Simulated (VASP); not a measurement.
Crystal: Ag.

```
CELL_PARAMETERS angstrom
0.00000 2.04300 2.04300
2.04300 0.00000 2.04300
2.04300 2.04300 0.00000
ATOMIC_POSITIONS crystal
Ag 0.00000 0.00000 0.00000
```

Base run:

- Program: VASP 6.6.1
- Functional: PBE
- Potentials or basis: VASP PAW PBE potentials, release 64 (Ag)
- Cutoff: 520 eV
- k mesh: 20 × 20 × 20
- Occupations: fermi-dirac, width 0.05 eV
- Spin: no spin polarisation

Its results: band gap on the k mesh none (metal or under the smearing width); pressure 4.5 GPa.

**Question.** The run is repeated on the same cell with these changes: functional from PBE to LDA; potentials or basis from VASP PAW PBE potentials, release 64 (Ag) to VASP PAW LDA potentials, release 64 (Ag). What comes out?

**Answer.** Band gap on the k mesh none (metal or under the smearing width); pressure -7.2 GPa.

Not every run made on this cell is shown here.
